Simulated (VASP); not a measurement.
Be3Se2S:

```
Be Se S
1.0
     5.47007   -3.05041   -0.03445
     5.51665    3.13111   -0.02531
    -0.03282    0.00870    5.94434
Be Se S
6 4 2
Cartesian
  3.7672 -0.9977 3.6261
  7.1925 -1.0717 3.6697
  5.6703 2.2023 3.9198
  3.7716 1.1568 0.7979
  7.2459 1.1427 0.5494
  5.4389 -2.1263 0.8541
  3.6603 -1.0820 5.7619
  7.2807 1.1621 3.0712
  7.3606 -1.0249 5.8471
  3.4986 1.1159 2.9342
  5.3722 -2.0985 3.0551
  5.4187 2.2646 5.8615
```

The cell was built by a generator and needn't be a form met in nature.

* Program: VASP 6.6.1
* Task: relaxation of cell and atoms
* Functional: PBE
* Potentials or basis: VASP PAW PBE potentials, release 64 (Be, Se, S)
* Cutoff: 520 eV
* k mesh: 3 × 3 × 3
* Occupations: gaussian, width 0.05 eV
* Spin: no spin polarisation

At the start: pressure -0.0 GPa; volume 16.82 Å³/atom.

Task: Where does the relaxation end?

Result: Over 14 steps the energy falls by 109.5 meV/atom and the volume is 16.39 Å³/atom (-2.6 %); space group Cmc2_1 (No. 36, to 0.05 Å).

The path:
| step | energy change (eV) | largest force (eV/Å) | pressure (GPa) | volume (Å³) |
| --- | --- | --- | --- | --- |
| 1 | 0.0000 | 2.4399 | -0.01 | 201.84 |
| 2 | -0.9389 | 0.9119 | -1.56 | 201.78 |
| 3 | -1.0659 | 0.6881 | -1.65 | 201.71 |
| 4 | -1.2403 | 0.5109 | 0.51 | 196.12 |
| 5 | -1.2454 | 0.5112 | 0.65 | 195.29 |
| 6 | -1.2374 | 0.5176 | 1.39 | 193.62 |
| 7 | -1.2458 | 0.5109 | 0.78 | 194.98 |
| 8 | -1.2944 | 0.1680 | 0.00 | 196.80 |
| 9 | -1.2977 | 0.1690 | -0.27 | 197.40 |
| 10 | -1.3084 | 0.1163 | 0.00 | 196.77 |
| 11 | -1.3099 | 0.1139 | 0.13 | 196.45 |
| 12 | -1.3134 | 0.0684 | 0.00 | 196.78 |
| 13 | -1.3139 | 0.0520 | -0.08 | 196.97 |
| 14 | -1.3144 | 0.0198 | 0.03 | 196.68 |

Final structure:
```
Be Se S
1.0
     5.37341   -3.10114    0.00055
     5.37449    3.09947    0.00029
     0.00092    0.00045    5.90233
Be Se S
6 4 2
Direct
  0.51225 0.16724 0.62175
  0.83175 0.48728 0.62200
  0.15191 0.84747 0.64024
  0.16506 0.51551 0.12245
  0.48476 0.83497 0.12169
  0.84526 0.15456 0.14013
  0.50189 0.16836 0.00150
  0.49483 0.83429 0.50129
  0.83212 0.49778 0.00152
  0.16499 0.50464 0.50160
  0.83548 0.16380 0.50308
  0.16158 0.83843 0.00334
```
